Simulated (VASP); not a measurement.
Computed with r2SCAN meta-GGA, VASP's PBE PAW potentials (set 64) (plane waves; VASP).

Input for VASP

INCAR:
```
ALGO  =  Normal
EDIFF  =  1E-6
EDIFFG  =  -0.01
ENCUT  =  530
IBRION  =  2
ISIF  =  3
ISMEAR  =  0
LASPH  =  .True.
LCHARG  =  .False.
LMIXTAU  =  .True.
LREAL  =  .False.
LWAVE  =  .False.
METAGGA  =  R2SCAN
NELM  =  100
NSW  =  60
PREC  =  Accurate
SIGMA  =  0.05
SYSTEM  =  LiCl
```

### KPOINTS
```
Automatic mesh
0
Gamma
8 8 8
0 0 0
```

File POSCAR:
```
LiCl
1.0
  0.0000000000   2.5700000000   2.5700000000
  2.5700000000   0.0000000000   2.5700000000
  2.5700000000   2.5700000000   0.0000000000
Li Cl
1 1
Cartesian
  0.0000000000   0.0000000000   0.0000000000
  2.5700000000   2.5700000000   2.5700000000
```

POTCAR, in this order: Li_sv Cl (PBE.64 set). Program: vasp_std.

The run wrote:

### OSZICAR
```
       N       E                     dE             d eps       ncg     rms          rms(c)
DAV:   1     0.367985137483E+02    0.36799E+02   -0.43178E+03   522   0.107E+03
DAV:   2    -0.125941101437E+02   -0.49393E+02   -0.46688E+02   736   0.163E+02
DAV:   3    -0.145309208925E+02   -0.19368E+01   -0.19349E+01   637   0.381E+01
DAV:   4    -0.145713195057E+02   -0.40399E-01   -0.40351E-01   808   0.527E+00
DAV:   5    -0.145717626025E+02   -0.44310E-03   -0.44307E-03   667   0.496E-01    0.257E+00
DAV:   6    -0.124800874326E+02    0.20917E+01   -0.60929E-01   748   0.782E+00    0.281E+00
DAV:   7    -0.125317394929E+02   -0.51652E-01   -0.22605E-01   632   0.573E+00    0.380E-01
DAV:   8    -0.126594673962E+02   -0.12773E+00   -0.19952E-01   522   0.556E+00    0.876E-01
DAV:   9    -0.125507036085E+02    0.10876E+00   -0.50272E-02   595   0.308E+00    0.770E-01
DAV:  10    -0.125753183146E+02   -0.24615E-01   -0.18853E-02   642   0.188E+00    0.188E-01
DAV:  11    -0.125852186655E+02   -0.99004E-02   -0.66774E-03   522   0.126E+00    0.925E-02
DAV:  12    -0.125828652224E+02    0.23534E-02   -0.14946E-03   657   0.554E-01    0.106E-01
DAV:  13    -0.125857583018E+02   -0.28931E-02   -0.26124E-03   533   0.732E-01    0.292E-02
DAV:  14    -0.125858701280E+02   -0.11183E-03   -0.17380E-04   545   0.201E-01    0.253E-02
DAV:  15    -0.125858769974E+02   -0.68694E-05   -0.21602E-05   624   0.702E-02    0.577E-03
DAV:  16    -0.125858455200E+02    0.31477E-04   -0.78731E-06   557   0.457E-02    0.243E-03
DAV:  17    -0.125858643160E+02   -0.18796E-04   -0.15945E-06   540   0.205E-02    0.174E-03
DAV:  18    -0.125858663479E+02   -0.20319E-05   -0.41248E-07   549   0.992E-03    0.331E-04
DAV:  19    -0.125858711697E+02   -0.48218E-05   -0.87257E-08   288   0.461E-03    0.257E-04
DAV:  20    -0.125858696903E+02    0.14794E-05   -0.10093E-08   261   0.138E-03    0.112E-04
DAV:  21    -0.125858696702E+02    0.20062E-07   -0.11286E-09   261   0.425E-04
   1 F= -.12585870E+02 E0= -.12585870E+02  d E =-.125859E+02
       N       E                     dE             d eps       ncg     rms          rms(c)
DAV:   1    -0.125992013047E+02   -0.13332E-01   -0.23741E-01   522   0.376E+00    0.730E-01
DAV:   2    -0.125898028293E+02    0.93985E-02   -0.24085E-02   680   0.122E+00    0.280E-01
DAV:   3    -0.125885050829E+02    0.12977E-02   -0.60402E-03   524   0.627E-01    0.158E-01
DAV:   4    -0.125870783001E+02    0.14268E-02   -0.18515E-03   522   0.680E-01    0.674E-02
DAV:   5    -0.125862912845E+02    0.78702E-03   -0.39588E-03   522   0.980E-01    0.152E-02
DAV:   6    -0.125887658405E+02   -0.24746E-02   -0.10467E-03   522   0.472E-01    0.999E-03
DAV:   7    -0.125887724184E+02   -0.65779E-05   -0.27952E-05   526   0.807E-02    0.540E-03
DAV:   8    -0.125887934986E+02   -0.21080E-04   -0.94579E-06   523   0.478E-02    0.242E-03
DAV:   9    -0.125887843615E+02    0.91371E-05   -0.69214E-06   522   0.394E-02    0.186E-03
DAV:  10    -0.125887945362E+02   -0.10175E-04   -0.34510E-07   563   0.861E-03    0.924E-04
DAV:  11    -0.125887946275E+02   -0.91299E-07   -0.65381E-09   261   0.902E-04
   2 F= -.12588795E+02 E0= -.12588795E+02  d E =-.292496E-02
       N       E                     dE             d eps       ncg     rms          rms(c)
DAV:   1    -0.125903528536E+02   -0.15583E-02   -0.26016E-02   522   0.124E+00    0.240E-01
DAV:   2    -0.125893830549E+02    0.96980E-03   -0.26562E-03   699   0.405E-01    0.936E-02
DAV:   3    -0.125892238350E+02    0.15922E-03   -0.66677E-04   523   0.210E-01    0.514E-02
DAV:   4    -0.125891821638E+02    0.41671E-04   -0.19874E-04   522   0.222E-01    0.224E-02
DAV:   5    -0.125888508651E+02    0.33130E-03   -0.46976E-04   522   0.337E-01    0.522E-03
DAV:   6    -0.125892734566E+02   -0.42259E-03   -0.13171E-04   522   0.169E-01    0.330E-03
DAV:   7    -0.125892782899E+02   -0.48333E-05   -0.44484E-06   557   0.335E-02    0.162E-03
DAV:   8    -0.125892854762E+02   -0.71863E-05   -0.81139E-07   530   0.135E-02    0.520E-04
DAV:   9    -0.125892800715E+02    0.54048E-05   -0.33096E-07   518   0.853E-03    0.562E-04
DAV:  10    -0.125892816989E+02   -0.16275E-05   -0.13421E-08   261   0.161E-03    0.268E-04
DAV:  11    -0.125892820374E+02   -0.33842E-06   -0.12599E-09   261   0.530E-04
   3 F= -.12589282E+02 E0= -.12589282E+02  d E =-.341237E-02
       N       E                     dE             d eps       ncg     rms          rms(c)
DAV:   1    -0.125940187876E+02   -0.47371E-02   -0.10455E-01   522   0.250E+00    0.483E-01
DAV:   2    -0.125899506021E+02    0.40682E-02   -0.10583E-02   697   0.812E-01    0.188E-01
DAV:   3    -0.125893828930E+02    0.56771E-03   -0.26826E-03   524   0.418E-01    0.104E-01
DAV:   4    -0.125889283101E+02    0.45458E-03   -0.80061E-04   522   0.445E-01    0.448E-02
DAV:   5    -0.125882345388E+02    0.69377E-03   -0.17720E-03   522   0.656E-01    0.102E-02
DAV:   6    -0.125895082582E+02   -0.12737E-02   -0.47406E-04   522   0.323E-01    0.659E-03
DAV:   7    -0.125895097333E+02   -0.14751E-05   -0.12078E-05   526   0.540E-02    0.318E-03
DAV:   8    -0.125895312145E+02   -0.21481E-04   -0.32998E-06   523   0.276E-02    0.736E-04
DAV:   9    -0.125895266977E+02    0.45168E-05   -0.84244E-07   549   0.133E-02    0.101E-03
DAV:  10    -0.125895269296E+02   -0.23184E-06   -0.37776E-08   262   0.303E-03
   4 F= -.12589527E+02 E0= -.12589527E+02  d E =-.365726E-02
       N       E                     dE             d eps       ncg     rms          rms(c)
DAV:   1    -0.125904135348E+02   -0.88684E-03   -0.18170E-02   522   0.103E+00    0.199E-01
DAV:   2    -0.125896018381E+02    0.81170E-03   -0.18463E-03   696   0.338E-01    0.783E-02
DAV:   3    -0.125895522586E+02    0.49580E-04   -0.48126E-04   524   0.176E-01    0.424E-02
DAV:   4    -0.125893784627E+02    0.17380E-03   -0.13364E-04   522   0.180E-01    0.183E-02
DAV:   5    -0.125893123892E+02    0.66074E-04   -0.33910E-04   522   0.288E-01    0.456E-03
DAV:   6    -0.125895428915E+02   -0.23050E-03   -0.10376E-04   522   0.152E-01    0.297E-03
DAV:   7    -0.125895424862E+02    0.40530E-06   -0.35090E-06   577   0.297E-02
   5 F= -.12589542E+02 E0= -.12589542E+02  d E =-.367282E-02
```

File OUTCAR:
```
------------------------ aborting loop because EDIFF is reached ----------------------------------------
  FORCE on cell =-STRESS in cart. coord.  units (eV):
  Direction    XX          YY          ZZ          XY          YZ          ZX
  --------------------------------------------------------------------------------------
  Total        0.0007599      0.0007599      0.0007599      0.0000000      0.0000000     -0.0000000
  in kB        0.0368877      0.0368877      0.0368877      0.0000000      0.0000000     -0.0000000
  external PRESSURE =       0.0368877 kB  Pullay stress =       0.0000000 kB
  volume of cell :       33.01
      direct lattice vectors                 reciprocal lattice vectors
     0.000000000  2.545987207  2.545987207    -0.196387475  0.196387475  0.196387475
     2.545987207  0.000000000  2.545987207     0.196387475 -0.196387475  0.196387475
     2.545987207  2.545987207  0.000000000     0.196387475  0.196387475 -0.196387475
  FREE ENERGIE OF THE ION-ELECTRON SYSTEM (eV)
  ---------------------------------------------------
  free  energy   TOTEN  =       -12.5895424862 eV

  energy  without entropy=      -12.5895424862  energy(sigma->0) =      -12.58954249

 reached required accuracy - stopping structural energy minimisation
```
(Selected blocks of OUTCAR.)

File CONTCAR:
```
LiCl
   1.00000000000000
     0.0000000000000000    2.5459872067401825    2.5459872067401825
     2.5459872067401825    0.0000000000000000    2.5459872067401825
     2.5459872067401825    2.5459872067401825    0.0000000000000000
  Li              Cl
     1     1
Direct
     0.0000000000000000    0.0000000000000000    0.0000000000000000
     0.5000000000000000    0.5000000000000000    0.5000000000000000
```

OUTCAR:
```
 val. band max:        0.3567794525   @ k =   0.0000   0.0000   0.0000

 cond. band min:       7.7936430740   @ k =   0.0000   0.0000   0.0000


 Fermi energy:         0.6550167955

 k-point     1 :       0.0000    0.0000    0.0000
  band No.  band energies     occupation
      1     -44.4218      2.00000
      2     -13.7069      2.00000
      3       0.3568      2.00000
      4       0.3568      2.00000
      5       0.3568      2.00000
      6       7.7936      0.00000
      7      13.0366      0.00000
      8      13.0366      0.00000
      9      13.0366      0.00000

 k-point     2 :       0.1250    0.0000    0.0000
  band No.  band energies     occupation
      1     -44.4213      2.00000
      2     -13.6258      2.00000
      3      -0.1784      2.00000
      4       0.3115      2.00000
      5       0.3115      2.00000
      6       8.2427      0.00000
      7      12.3117      0.00000
      8      13.0229      0.00000
      9      13.0230      0.00000

 k-point     3 :       0.2500    0.0000    0.0000
  band No.  band energies     occupation
      1     -44.4203      2.00000
      2     -13.4188      2.00000
      3      -1.2733      2.00000
      4       0.2077      2.00000
      5       0.2077      2.00000
      6       8.5427      0.00000
      7      11.9226      0.00000
      8      11.9229      0.00000
      9      12.3455      0.00000

 k-point     4 :       0.3750    0.0000    0.0000
  band No.  band energies     occupation
      1     -44.4193      2.00000
      2     -13.1936      2.00000
      3      -2.2134      2.00000
      4       0.1112      2.00000
      5       0.1112      2.00000
      6       8.1378      0.00000
      7      10.9983      0.00000
      8      10.9986      0.00000
      9      13.8239      0.00000

 k-point     5 :       0.5000    0.0000    0.0000
  band No.  band energies     occupation
      1     -44.4190      2.00000
      2     -13.0941      2.00000
      3      -2.5762      2.00000
...
```

Energy and stress use the plane-wave basis of the starting cell.

The compound is LiCl in the rock salt structure. This run relaxes it. Symmetry was kept, so distortions that lower it aren't found.
